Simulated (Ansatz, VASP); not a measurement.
# K3LiClF3: VASP beside Ansatz, part 2 of 2

One calculation is typed for both programs; each brings its own data sets. How far apart do they land? The cell is generated by rule, not measured, and may not be a known phase. Of the first pair: The cell is taken from a series of runs on this material, whose earlier steps may have relaxed, scaled, displaced or heated it; both programs get it as it stands.

VASP 6.6.1 and Ansatz 0.2.0.

So far: The starting structure; VASP: relaxation of cell and atoms, PBEsol, pair 1.

**3. Ansatz: relaxation of cell and atoms, PBEsol, pair 1**

Level of this step: Ansatz beside VASP: Kohn-Sham DFT, plane waves, PBEsol (Ansatz).

Ansatz runs on its default PAW (the set named soft_2) files.

The same cell, functional and mesh now go to Ansatz, which takes its cutoff from its data sets.

Input file input.yaml:

```yaml
crystal:
  lattice:
    - [2.5943761056, 2.5943761056, 0.0]
    - [-2.5943761056, 2.5943761056, 0.0]
    - [0.0, 0.0, 11.2332288308]
  atoms:
    - { symbol: Cl, position: [0.0, 0.0, 0.75] }
    - { symbol: F, position: [0.5, 0.5, 0.0058771443] }
    - { symbol: F, position: [0.0, 0.0, 0.25] }
    - { symbol: F, position: [0.5, 0.5, 0.4941228557] }
    - { symbol: K, position: [0.0, 0.0, 0.0151112498] }
    - { symbol: K, position: [0.5, 0.5, 0.25] }
    - { symbol: K, position: [0.0, 0.0, 0.4848887502] }
    - { symbol: Li, position: [0.5, 0.5, 0.75] }
kpoints:
  mp_grid: { grid: [8, 8, 2] }
hamiltonian:
  xc: pbesol
scf:
  occupations: { method: fixed }
output:
  forces: true
  stress: true
  eigenvalues: true
relax:
  adjacent_minimum: "off"
  f_tol: 0.001
  max_steps: 60
  cell: { stress_tol: 0.01 }
```

Started as:

```sh
ansatz run input.yaml --threads 4 --pin off --max-ram 14336MiB --backend cpu --events-out ev --progress --plain --runs-dir out
```

Numbers of over 12 decimals in the logs are rounded to 6 here.

The program printed:

```text
Engine: ansatz 0.2.0, x86_64-unknown-linux-gnu
Pseudopotentials: kind: paw
Pseudopotential: Cl, paw, valence charge 7, recommended cutoff 420 eV (normal), Cl.paw.azcp
Pseudopotential: F, paw, valence charge 7, recommended cutoff 420 eV (normal), F.paw.azcp
Pseudopotential: K, paw, valence charge 9, recommended cutoff 420 eV (normal), K.paw.azcp
Pseudopotential: Li, paw, valence charge 3, recommended cutoff 420 eV (normal), Li.paw.azcp
Functional definition: PBEsol
  exchange = pbesol_x
  correlation = pbesol_c
Crystal: 8 atoms, lattice volume = 151.217 Å³
Basis set: ecut = 420 eV, 2941 PW (Γ), exchange–correlation on 50×50×160 points (8 copies of the dense FFT grid, shifted against one another)
Bands: 37, of which v1, the nominal top of the filled ones, is band 29 counted from 1 (28 counted from 0)
Symmetry: 16 space group operations
Space group: P4/mmm (ITA 123), of the structure as read, at distance tolerance 5.3e-5 Å
k-points: 30 of 128
Non-local potential: Cl, projectors of the file, l = 0: 2, l = 1: 2, l = 2: 2
Non-local potential: F, projectors of the file, l = 0: 2, l = 1: 2, l = 2: 1
Non-local potential: K, projectors of the file, l = 0: 3, l = 1: 2, l = 2: 2
Non-local potential: Li, projectors of the file, l = 0: 3, l = 1: 2, l = 2: 1
PAW form: soft (Blöchl's): semilocal exchange-correlation on the pseudo side does not see the compensation charge
PAW frozen core: Cl, regenerated for the run's functional, and the local potential with it (the file was generated under x = pbe(κ = 0.804, μ = 0.219515), c = pbe(β = 0.066725))
PAW frozen core: F, regenerated for the run's functional, and the local potential with it (the file was generated under x = pbe(κ = 0.804, μ = 0.219515), c = pbe(β = 0.066725))
PAW frozen core: K, regenerated for the run's functional, and the local potential with it (the file was generated under x = pbe(κ = 0.804, μ = 0.219515), c = pbe(β = 0.066725))
PAW one-centre angular grid: Cl, 110 points (default); XC on 64 Gauss nodes
PAW one-centre angular grid: F, 110 points (default); XC on 64 Gauss nodes
PAW one-centre angular grid: K, 110 points (default); XC on 64 Gauss nodes
PAW one-centre angular grid: Li, 110 points (default); XC on 64 Gauss nodes
Initial density: superposition of atomic densities (neutral atoms: chi_scale 0, normalization atom), corrected by the library's trained network
Initial wavefunctions: pseudopotential atomic-orbital guess
Functional: x = pbesol(κ = 0.804, μ = 0.123457), c = pbesol(β = 0.046)
SCF iter   1: F=—  HF=-8224.424827 eV  |F-HF|=—  |Δ(HF+E_count)|=         —  Δρ=1.01e-2  dr2=1.21e-1  ethr=1.77e-3  ⟨swp⟩=4.7  Hψ=4298  notcnv=0  defer=157
preconditioner: auto → Resta (q_TF=auto, 2.326 Å⁻¹)  ε∞=3.0  [insulator: Δε(μ)=5.459 eV  Ē_g=15.234 eV  n_scr=28 (ndim 8)  ℏωp=21.4 eV  f_vac=0.085  ε∞_Penn≈3.0]
SCF iter   2: F=—  HF=-8224.392886 eV  |F-HF|=—  |Δ(HF+E_count)|=   3.19e-2  Δρ=3.38e-3  dr2=1.21e-2  ethr=2.08e-4  ⟨swp⟩=2.0  Hψ=2160  notcnv=0  defer=179
SCF iter   3: F=—  HF=-8224.390047 eV  |F-HF|=—  |Δ(HF+E_count)|=   2.84e-3  Δρ=9.03e-4  dr2=3.15e-3  ethr=2.08e-5  ⟨swp⟩=2.0  Hψ=1730  notcnv=0  defer=178
SCF iter   4: F=—  HF=-8224.389123 eV  |F-HF|=—  |Δ(HF+E_count)|=   9.25e-4  Δρ=2.71e-4  dr2=3.50e-4  ethr=5.43e-6  ⟨swp⟩=2.8  Hψ=1611  notcnv=0  defer=178
SCF iter   5: F=—  HF=-8224.389048 eV  |F-HF|=—  |Δ(HF+E_count)|=   7.48e-5  Δρ=2.56e-4  dr2=6.60e-5  ethr=6.04e-7  ⟨swp⟩=2.0  Hψ=1735  notcnv=0  defer=178
SCF iter   6: F=—  HF=-8224.388905 eV  |F-HF|=—  |Δ(HF+E_count)|=   1.43e-4  Δρ=5.82e-5  dr2=3.86e-6  ethr=1.14e-7  ⟨swp⟩=2.0  Hψ=1883  notcnv=0  defer=154
SCF iter   7: F=—  HF=-8224.388906 eV  |F-HF|=—  |Δ(HF+E_count)|=   1.01e-6  Δρ=1.26e-5  dr2=2.57e-7  ethr=6.66e-9  ⟨swp⟩=2.3  Hψ=1752  notcnv=0  defer=155
SCF iter   8: F=-8224.388906 eV  HF=-8224.388906 eV  |F-HF|=1.92e-8  |Δ(HF+E_count)|=   2.12e-7  Δρ=2.82e-6  dr2=1.16e-8  ethr=1.72e-10  ⟨swp⟩=11.9  Hψ=6271  notcnv=0
SCF 1 converged in 8 iterations: F = -8224.388906 eV  dr2 = 1.16e-8
  greatest PAW one-centre occupation: 0.999 electrons in one spin orbital (limit 2), on the Li atom at site 7 (counted from 0), in its partial waves of l = 0
relax step   1: F+E_penalty+E_count = -8224.38890582 eV  Δ(F+E_penalty+E_count) = +0.000e0 eV  max|allowed force component| = 2.567e-4 eV/Å  Δτ_max = 0.0000 Å  P = +0.005 GPa  Ω = 151.217 Å³  (8 SCF iters, dr2 threshold 1.00e-7 eV, accepted)
Initial density: handed on by an earlier stage of this run
Initial wavefunctions: pseudopotential atomic-orbital guess (no wavefunctions were taken with the density)
iter 1 solved again at ethr=6.77e-9 eV; its pass at ethr=3.10e-3 eV (dr2=3.93e-6 eV) is discarded
SCF iter   1: F=—  HF=-8224.389033 eV  |F-HF|=—  |Δ(HF+E_count)|=         —  Δρ=7.76e-6  dr2=4.99e-8  ethr=6.77e-9  ⟨swp⟩=3.0  Hψ=7376  notcnv=0  defer=179
preconditioner: auto → Resta (q_TF=auto, 2.326 Å⁻¹)  ε∞=2.9  [insulator: Δε(μ)=5.716 eV  Ē_g=15.369 eV  n_scr=28 (ndim 8)  ℏωp=21.4 eV  f_vac=0.078  ε∞_Penn≈2.9]
SCF iter   2: F=—  HF=-8224.388906 eV  |F-HF|=—  |Δ(HF+E_count)|=   1.28e-4  Δρ=6.98e-6  dr2=4.70e-8  ethr=8.60e-11  ⟨swp⟩=3.0  Hψ=2051  notcnv=0  defer=179
SCF iter   3: F=—  HF=-8224.388906 eV  |F-HF|=—  |Δ(HF+E_count)|=   3.42e-9  Δρ=3.18e-6  dr2=1.18e-8  ethr=8.10e-11  ⟨swp⟩=2.0  Hψ=1614  notcnv=0  defer=179
SCF iter   4: F=—  HF=-8224.388906 eV  |F-HF|=—  |Δ(HF+E_count)|=   9.78e-9  Δρ=9.27e-7  dr2=1.19e-9  ethr=2.04e-11  ⟨swp⟩=2.0  Hψ=1775  notcnv=0  defer=179
SCF iter   5: F=—  HF=-8224.388906 eV  |F-HF|=—  |Δ(HF+E_count)|=  4.77e-10  Δρ=1.09e-6  dr2=9.78e-10  ethr=2.06e-12  ⟨swp⟩=2.0  Hψ=1757  notcnv=0  defer=179
SCF iter   6: F=—  HF=-8224.388906 eV  |F-HF|=—  |Δ(HF+E_count)|=  3.60e-10  Δρ=7.44e-7  dr2=4.51e-10  ethr=1.69e-12  ⟨swp⟩=2.0  Hψ=1157  notcnv=0  defer=179
SCF iter   7: F=—  HF=-8224.388906 eV  |F-HF|=—  |Δ(HF+E_count)|=  2.06e-10  Δρ=4.75e-7  dr2=1.93e-10  ethr=1.00e-12  ⟨swp⟩=1.0  Hψ=1054  notcnv=0  defer=179
SCF iter   8: F=—  HF=-8224.388906 eV  |F-HF|=—  |Δ(HF+E_count)|=  1.58e-10  Δρ=1.74e-7  dr2=2.71e-11  ethr=1.00e-12  ⟨swp⟩=1.9  Hψ=1097  notcnv=0  defer=179
SCF iter   9: F=—  HF=-8224.388906 eV  |F-HF|=—  |Δ(HF+E_count)|=  1.64e-11  Δρ=8.85e-8  dr2=6.97e-12  ethr=1.00e-12  ⟨swp⟩=1.0  Hψ=1054  notcnv=0  defer=179
SCF iter  10: F=-8224.388906 eV  HF=-8224.388906 eV  |F-HF|=0.00e0  |Δ(HF+E_count)|=  9.09e-12  Δρ=3.25e-9  dr2=1.33e-14  ethr=1.00e-12  ⟨swp⟩=13.2  Hψ=6728  notcnv=0
SCF 2 converged in 10 iterations: F = -8224.388906 eV  dr2 = 1.33e-14
relax step   2: F+E_penalty+E_count = -8224.38890582 eV  Δ(F+E_penalty+E_count) = -3.009e-9 eV  max|allowed force component| = 2.038e-4 eV/Å  Δτ_max = 0.0000 Å  P = +0.005 GPa  Ω = 151.217 Å³  stress off target by 8.59e-3 GPa  SCF on the basis re-selected at this cell (its energy is not comparable with the rows above)  (10 SCF iters)
basis re-selected at this cell: Δ(F+E_penalty+E_count) = -3.009e-9 eV, ΔP = +0.000 GPa vs the last step (what re-selecting the basis moved, of the pressure what is left beyond the Pulay correction that the steps carried, after the strain that the cell walked since its last selection, with what the two solves' SCF thresholds leave and, on support functions, any second-order correction that the steps lacked; it is no m [...]
SCF converged after 10 iterations
Free energy (F): -8224.388906 eV
Harris-Foulkes:  -8224.388906 eV  (|F-HF|=0.00e0)
Internal energy: -8224.388906 eV  (E = F + TS)
E sigma→0 (E₀):  -8224.388906 eV
Fermi energy:    1.364385 eV
--- Per-component energies (eV) ---
  E_band       = -487.531410
  E_kinetic    = 1566.907270
  E_local      = -4212.808550  (includes V_loc(G=0)·N_el)
  E_nonlocal   = 257.528711
  E_hartree    = 1565.137266
  E_xc         = -756.675489
  E_vxc        = -935.309058  (∫ρ·V_xc dr)
  E_paw        = -3527.360879  (= ΣΔE_a)
  E_vpaw       = -294.130518  (= ΣTr[D̂ρ^β])
  E_aug_tail   = 0.006204  (compensation charges beyond the density's cutoff)
  E_ewald      = -3117.652854
  E_core_change = 0.529415  (= ΣΔE_core)
  E_smearing   = -0.000000  (= −TS)
  E_closure    = -0.000000  (closes the sum)
  Σ components = -8224.388906   (vs F -8224.388906, Δ=0.00e0)
--- Forces (eV/Å), atoms counted from 1 ---
  atom   1  Cl     0.00000000    -0.00000000     0.00000000
  atom   2  F      0.00000000     0.00000000    -0.00020379
  atom   3  F     -0.00000000     0.00000000     0.00000000
  atom   4  F      0.00000000     0.00000000     0.00020379
  atom   5  K     -0.00000000     0.00000000    -0.00019102
  atom   6  K     -0.00000000    -0.00000000     0.00000000
  atom   7  K     -0.00000000     0.00000000     0.00019102
  atom   8  Li     0.00000000     0.00000000     0.00000000
  max |Σ_I F_I| component: 1.51e-28 eV/Å
--- Stress (GPa, compression-positive) ---
        0.003062       0.000000       0.000000
        0.000000       0.003062       0.000000
        0.000000       0.000000       0.008592
  P = ⅓ Tr σ = 0.0049 GPa (0.049 kbar)
--- Band table (eV; the first three rows and the last of 30) ---
  k-point 0: bands = [... 25 lower, 1.3397, 1.3397, 1.3644, 1.3644, 7.0803, 8.5943, 9.0320, 9.4303, ... 4 higher]
  k-point 1: bands = [... 25 lower, 1.3463, 1.3463, 1.3576, 1.3576, 7.4080, 7.8644, 9.4936, 10.0404, ... 4 higher]
  k-point 2: bands = [... 25 lower, 1.2399, 1.2718, 1.2814, 1.3085, 7.3829, 8.8173, 9.1175, 9.6689, ... 4 higher]
  k-point 29: bands = [... 25 lower, 1.2551, 1.2551, 1.2638, 1.2638, 9.1435, 9.5683, 9.5683, 9.8744, ... 4 higher]
--- Relaxed structure (1 steps of the walk, 1 accepted, 1 SCFs on fresh bases) ---
  F+E_penalty+E_count = -8224.38890582 eV   max|allowed force component| = 2.038e-4 eV/Å   (the final SCF, on the basis selected at the relaxed cell)
  cell:  # Å, volume = 151.2169 Å³
    - [2.5943761056, 2.5943761056, 0.0]
    - [-2.5943761056, 2.5943761056, 0.0]
    - [0.0, 0.0, 11.2332288308]
  atoms:
    - { symbol: Cl, position: [0.0, 0.0, 0.75] }
    - { symbol: F, position: [0.5, 0.5, 0.0058771443] }
    - { symbol: F, position: [0.0, 0.0, 0.25] }
    - { symbol: F, position: [0.5, 0.5, 0.494123] }
    - { symbol: K, position: [0.0, 0.0, 0.0151112498] }
    - { symbol: K, position: [0.5, 0.5, 0.25] }
    - { symbol: K, position: [0.0, 0.0, 0.4848887502] }
    - { symbol: Li, position: [0.5, 0.5, 0.75] }
```

**4. Differences**

Known differences besides the potentials themselves: fixed occupations in Ansatz, narrow Gaussian smearing in VASP; the cutoff is 420 eV in Ansatz and 750 eV in VASP; Ansatz makes its cores anew for this functional, VASP keeps those of its PBE data sets; Ansatz adds a Pulay correction to the stress that steers its cell, VASP none. Total energies have different zeros and are not compared.

Compared:

| quantity | Ansatz | VASP | difference |
| --- | --- | --- | --- |
| volume (Å³) | 151.22 | 151.55 | -0.22 % |
| edge a after relaxation, in the typed setting (Å) | 3.669 | 3.674 | -0.12 % |
| edge c after relaxation, in the typed setting (Å) | 11.233 | 11.231 | +0.02 % |

**5. VASP: relaxation of cell and atoms, PBEsol, pair 2**

The relaxed volume is the usual yardstick between codes: in a stiff, nearly cubic crystal its relative difference is about their pressure difference at one cell divided by the bulk modulus.

Input file INCAR:

```
SYSTEM = K3LiClF3
PREC = Accurate
ENCUT = 750
EDIFF = 1E-07
NELM = 120
ISMEAR = 0
SIGMA = 0.1
LREAL = .FALSE.
ALGO = Normal
GGA = PS
NBANDS = 37
LORBIT = 11
LWAVE = .FALSE.
LCHARG = .FALSE.
ISIF = 3
IBRION = 2
NSW = 80
EDIFFG = -0.005
LASPH = .TRUE.
GGA_COMPAT = .FALSE.
NELMIN = 4
EFERMI = MIDGAP
KPAR = 2
```

Input file POSCAR:

```
K3LiClF3
1.0
    2.5981078480      2.5981078480      0.0000000000
   -2.5981078480      2.5981078480      0.0000000000
    0.0000000000      0.0000000000     11.2139280538
Cl F K Li
1 3 3 1
Direct
    0.0000000000      0.0000000000      0.7500000000
    0.5000000000      0.5000000000      0.0047622214
    0.0000000000      0.0000000000      0.2500000000
    0.5000000000      0.5000000000      0.4952377786
    0.0000000000      0.0000000000      0.0146031326
    0.5000000000      0.5000000000      0.2500000000
    0.0000000000      0.0000000000      0.4853968674
    0.5000000000      0.5000000000      0.7500000000
```

Input file KPOINTS:

```
Automatic mesh
0
Gamma
6 6 2
0 0 0
```

The projector-augmented-wave data sets are Cl, F, K_sv and Li_sv (PBE family, release 64).

Started as:

```sh
mpirun -np 2 vasp_std
```

The program printed:

```text
[banner, memory and clock lines left out]
running    2 mpi-ranks, on    1 nodes
[...]
[... a notice as in an earlier step ...]

 LDA part: xc-table for (Slater+PW92), standard interpolation
 POSCAR, INCAR and KPOINTS ok, starting setup
[...]
entering main loop
       N       E                     dE             d eps       ncg     rms          rms(c)
DAV:   1     0.617707343805E+03    0.61771E+03   -0.34848E+04  1480   0.198E+03
DAV:   2     0.176263864226E+02   -0.60008E+03   -0.58262E+03  1745   0.482E+02
DAV:   3    -0.311261711424E+02   -0.48753E+02   -0.48558E+02  1768   0.128E+02
DAV:   4    -0.362621815377E+02   -0.51360E+01   -0.51210E+01  2648   0.245E+01
[...]
DAV:  15    -0.327921941352E+02   -0.33794E-05   -0.15157E-05  2001   0.205E-02    0.592E-03
DAV:  16    -0.327921946650E+02   -0.52982E-06   -0.21828E-06  2249   0.748E-03    0.160E-03
DAV:  17    -0.327921946627E+02    0.22728E-08   -0.19818E-07  1521   0.270E-03
   1 F= -.32792195E+02 E0= -.32792195E+02  d E =-.327922E+02
[...]
N       E                     dE             d eps       ncg     rms          rms(c)
DAV:   1    -0.327922344477E+02   -0.39783E-04   -0.21123E-03  1540   0.274E-01    0.318E-02
DAV:   2    -0.327922174252E+02    0.17022E-04   -0.25445E-05  2000   0.314E-02    0.180E-02
DAV:   3    -0.327922082283E+02    0.91969E-05   -0.11813E-05  1907   0.207E-02    0.257E-03
DAV:   4    -0.327922081243E+02    0.10401E-06   -0.47288E-07  1910   0.416E-03    0.148E-03
DAV:   5    -0.327922080745E+02    0.49866E-07   -0.35005E-08   952   0.126E-03
   2 F= -.32792208E+02 E0= -.32792208E+02  d E =-.134117E-04
 trial-energy change:   -0.000013  1 .order   -0.000013   -0.000016   -0.000011
 step:   3.6244(harm=  3.6244)  dis= 0.00062  next Energy=   -32.792223 (dE=-0.282E-04)
 reached required accuracy - stopping structural energy minimisation
```

From OUTCAR (step 5):

```text
  Total       -0.0118110     -0.0118110      0.0305023      0.0000000     -0.0000000      0.0000000
  in kB       -0.1249917     -0.1249917      0.3227957      0.0000000     -0.0000000      0.0000000
  external PRESSURE =       0.0242708 kB  Pullay stress =       0.0000000 kB

 POSITION                                       TOTAL-FORCE (eV/Angst)
 -----------------------------------------------------------------------------------
      0.00000      5.19565      8.41253         0.000000      0.000000      0.000000
      0.00000      2.59783      0.05349        -0.000000      0.000000      0.002287
      0.00000      5.19565      2.80418         0.000000     -0.000000      0.000000
      0.00000      2.59783      5.55487        -0.000000     -0.000000     -0.002287
      0.00000      5.19565      0.16397         0.000000     -0.000000      0.002339
      0.00000      2.59783      2.80418         0.000000      0.000000      0.000000
      2.59783      2.59783      5.44438         0.000000      0.000000     -0.002339
      0.00000      2.59783      8.41253        -0.000000     -0.000000      0.000000
 -----------------------------------------------------------------------------------
    total drift:                               -0.000000      0.000000      0.000000

  FREE ENERGIE OF THE ION-ELECTRON SYSTEM (eV)
  ---------------------------------------------------
  free  energy   TOTEN  =       -32.7922080745 eV

  energy  without entropy=      -32.7922080745  energy(sigma->0) =      -32.79220807

[... 1 part as in an earlier step ...]

[... 3 further parts left out ...]
[key lines of the parts left out:]
E-fermi :   0.7365
```

**6. Ansatz: relaxation of cell and atoms, PBEsol, pair 2**

Its own start cell and the same functional, mesh and smearing now go to Ansatz, which takes its cutoff from its data sets.

The two relaxations start from unlike cells of this crystal, so only their ends are compared.

Input file input.yaml:

```yaml
crystal:
  lattice:
    - [2.64875, 2.64875, 0.0]
    - [-2.64875, 2.64875, 0.0]
    - [0.0, 0.0, 10.595]
  atoms:
    - { symbol: Cl, position: [0.0, 0.0, 0.75] }
    - { symbol: F, position: [0.5, 0.5, 0.0] }
    - { symbol: F, position: [0.0, 0.0, 0.25] }
    - { symbol: F, position: [0.5, 0.5, 0.5] }
    - { symbol: K, position: [0.0, 0.0, 0.0] }
    - { symbol: K, position: [0.5, 0.5, 0.25] }
    - { symbol: K, position: [0.0, 0.0, 0.5] }
    - { symbol: Li, position: [0.5, 0.5, 0.75] }
kpoints:
  mp_grid: { grid: [6, 6, 2] }
hamiltonian:
  xc: pbesol
scf:
  occupations: { method: gaussian, width: 0.1 }
output:
  forces: true
  stress: true
  eigenvalues: true
relax:
  adjacent_minimum: "off"
  f_tol: 0.05
  max_steps: 80
  cell: { stress_tol: 0.5 }
```

Started as:

```sh
ansatz run input.yaml --threads 4 --pin off --max-ram 14336MiB --backend cpu --events-out ev --progress --plain --runs-dir out
```

The program printed:

```text
[...]
Crystal: 8 atoms, lattice volume = 148.666 Å³
Basis set: ecut = 420 eV, 2923 PW (Γ), exchange–correlation on 54×54×144 points (8 copies of the dense FFT grid, shifted against one another)
Bands: 37, of which v1, the nominal top of the filled ones, is band 29 counted from 1 (28 counted from 0)
Symmetry: 16 space group operations
[...]
k-points: 20 of 72
[...]
- [2.595707, 2.595707, 0.0]
    - [-2.595707, 2.595707, 0.0]
    - [0.0, 0.0, 11.131737]
  atoms:
    - { symbol: Cl, position: [0, 0, 0.750000] }
    - { symbol: F, position: [0.5, 0.5, 0.00358614] }
    - { symbol: F, position: [0, 0, 0.25] }
    - { symbol: F, position: [0.5, 0.5, 0.496414] }
    - { symbol: K, position: [0, 0, 0.014641] }
    - { symbol: K, position: [0.5, 0.5, 0.25] }
    - { symbol: K, position: [0, 0, 0.485359] }
    - { symbol: Li, position: [0.5, 0.5, 0.750000] }
[key lines of the parts left out:]
SCF converged after 5 iterations
Free energy (F): -8224.386880 eV
Fermi energy:    4.311224 eV
P = ⅓ Tr σ = 0.1566 GPa (1.566 kbar)
```

**7. Differences**

Compared:

| quantity | Ansatz | VASP | difference |
| --- | --- | --- | --- |
| volume (Å³) | 150.00 | 151.40 | -0.92 % |
| edge a after relaxation, in the typed setting (Å) | 3.671 | 3.674 | -0.08 % |
| edge c after relaxation, in the typed setting (Å) | 11.132 | 11.217 | -0.76 % |

**8. Results**

| Item | Value |
| --- | --- |
| difference in volume (relaxation of cell and atoms, PBEsol, pair 1) | -0.22 % |
| difference in volume (relaxation of cell and atoms, PBEsol, pair 2) | -0.92 % |

In words: The difference in volume is -0.92 % (relaxation of cell and atoms, PBEsol, pair 2), within the 1.2 % picked in this series as the mark of a large difference, as far as the stopping tolerances let one tell. Such differences can come from data sets, numerical settings and the points named under the comparisons, not from the functional's error against experiment.

[Lines on the potential files, build, host, timing and source positions are cut from VASP's logs without a mark.]

[Logs are printed without paths, hosts, clocks, repeated set-up lines and the standing remarks that a program may print on its own settings, such as how far it seeks lower states.]

[Hosts, paths, dates, database ids (printed as entryN), source tags and the programs' standing remarks are cut or masked in the printed files.]
